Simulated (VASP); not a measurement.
K2S (antifluorite):

```
CELL_PARAMETERS angstrom
      0.00000     3.70500     3.70500
      3.70500     0.00000     3.70500
      3.70500     3.70500     0.00000
ATOMIC_POSITIONS crystal
  K  0.25000 0.25000 0.25000
  K  0.75000 0.75000 0.75000
  S  0.00000 0.00000 0.00000
```

The lowest empty band near Γ, direction [100], from mBJ (TB09) with spin-orbit coupling in VASP (PAW); its two spin partners are averaged. The gap over the points computed is 4.94 eV, and the next band on that side lies 1.80 eV away at the edge.

Settings: 400 eV cut-off, 6×6×6 Γ-centred mesh, Gaussian smearing of 0.050 eV, potentials K_sv S.

| distance from the edge in k (1/Å) | distance in energy (meV) |
|---|---|
| 0.025 | 4.7 |
| 0.035 | 9.2 |
| 0.050 | 18.9 |
| 0.070 | 36.9 |

Fit E(1 + αE) = ħ²k²/2m* (ħ²/2m0 = 3.810 eV Å²) and predict the row at 0.095 1/Å.

The rows don't resolve α, so a parabola serves: the electron mass is m* = 0.506 m0, and so 68.0 meV. The run gave 67.8 meV, -0.2 meV from the fit.

Left out are points under 3 meV from the edge, since the levels carry 0.1 meV, and points farther than half the way to the next band.

The compound is K2S in the antifluorite structure. The cell was not relaxed at this level.
